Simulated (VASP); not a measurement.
```xyz
2
Lattice="0.0000 2.4889 2.4889 2.4889 0.0000 2.4889 2.4889 2.4889 0.0000" Properties=species:S:1:pos:R:3 pbc="T T T"
Eu     0.0000     0.0000     0.0000
O      2.4889     2.4889     2.4889
```

All values below come from HSE06 screened hybrid, VASP's PBE PAW potentials (set 64) (plane waves; VASP). Settings: 520 eV cut-off, 8×8×8 Γ-centred mesh, Gaussian smearing of 0.050 eV, potentials Eu_2 O.

The 4f electrons are frozen in the core of the lanthanide potential, so 4f levels, which can set the real gap, and their magnetism are missing.

Predict the energy per atom (σ→0), pressure, band gap (over the mesh, the named points and PBE's band edges) with the smallest direct gap where there is one.

```yaml
band gap (over the mesh, the named points and PBE's band edges): 4.12 eV
smallest direct gap (over the mesh, the named points and PBE's band edges): 4.12 eV
energy per atom (σ→0): -7.760 eV/atom
pressure: -3.89 GPa
```

Total energies compare only between runs with the same potentials, cut-off and functional.

The compound is EuO in the rock salt structure. It was relaxed first, which changed the volume by -9 %.
